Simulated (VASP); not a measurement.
```yaml
crystal:
  lattice:
    - [1.27317, -2.29341, 0.00000]
    - [1.27317, 2.29341, 0.00000]
    - [0.00000, 0.00000, 4.21165]
  atoms:
    - { symbol: B, position: [0.66667, 0.33333, 0.50022] }
    - { symbol: B, position: [0.33333, 0.66667, 0.00022] }
    - { symbol: N, position: [0.66667, 0.33333, 0.87478] }
    - { symbol: N, position: [0.33333, 0.66667, 0.37478] }
```

Calculation: r2SCAN meta-GGA, VASP's PBE PAW potentials (set 64) (plane waves; VASP 6.6.1). Numerical set-up: 600 eV cut-off, 10×10×6 Γ-centred mesh, Gaussian smearing of 0.050 eV, potentials B N.

Problem. Give the stress tensor in GPa (positive for a compressed cell).

Solution. 
```
 -4.06    0.00    0.00
  0.00  -34.60    0.00
  0.00    0.00   -2.20
```
The pressure is its mean diagonal, -13.62 GPa.

The compound is BN in the wurtzite structure, a metastable high-pressure form. This cell was strained or had an atom moved on purpose.
